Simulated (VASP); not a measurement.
```xyz
2
Lattice="0.0000 2.7683 2.7683 2.7683 0.0000 2.7683 2.7683 2.7683 0.0000" Properties=species:S:1:pos:R:3 pbc="T T T"
Ge     0.0000     0.0000     0.0000
Ge     1.3842     1.3842     1.3842
```

Level of theory: r2SCAN+rVV10, VASP's PBE PAW potentials (set 64) (plane waves; VASP). Settings: 520 eV cut-off, 8×8×8 Γ-centred mesh, Gaussian smearing of 0.050 eV, potentials Ge_d.

Estimate the energy per atom (σ→0), pressure, band gap (on the k-mesh) with the smallest direct gap where there is one.

The band gap (on the k-mesh) is 0.65 eV. The smallest direct gap (on the k-mesh) is 1.05 eV and the energy per atom (σ→0) is -1295.9 kJ/mol of atoms. The pressure is 5.42 GPa.

The absolute energy has meaning only against runs of the same code, potentials and settings.

The compound is Ge in the diamond structure. This cell is one point of a volume scan, at 0.94 of the reference volume.
